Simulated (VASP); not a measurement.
Input:

```xyz
5
Lattice="3.9853 0.0000 0.0000 0.0000 3.9853 0.0000 0.0000 0.0000 3.9853" Properties=species:S:1:pos:R:3 pbc="T T T"
K      0.0000     0.0000     0.0000
Mg     1.9926     1.9926     1.9926
F      1.9926     0.0000     1.9926
F      0.0000     1.9926     1.9926
F      1.9926     1.9926     0.0000
```

Level of theory: PBEsol GGA, VASP's PBE PAW potentials (set 64) (plane waves; VASP). Run with 520 eV cut-off, 6×6×6 Γ-centred mesh, Gaussian smearing of 0.010 eV, potentials K_sv Mg F.

**Question.** Give the electronic dielectric tensor ε∞ (DFPT, local fields included).

**Answer.** 
```
2.10  0.00  0.00
0.00  2.10  0.00
0.00  0.00  2.10
```

**Question.** Give the Born effective charges.

**Answer.** 
| atom | Z*xx | Z*yy | Z*zz | mean |
|---|---|---|---|---|
| K1 | 1.19 | 1.19 | 1.19 | 1.19 |
| Mg2 | 1.99 | 1.99 | 1.99 | 1.99 |
| F3 | -0.96 | -1.25 | -0.96 | -1.06 |
| F4 | -1.25 | -0.96 | -0.96 | -1.06 |
| F5 | -0.96 | -0.96 | -1.25 | -1.06 |

The compound is KMgF3 in the cubic perovskite structure. It was relaxed first.
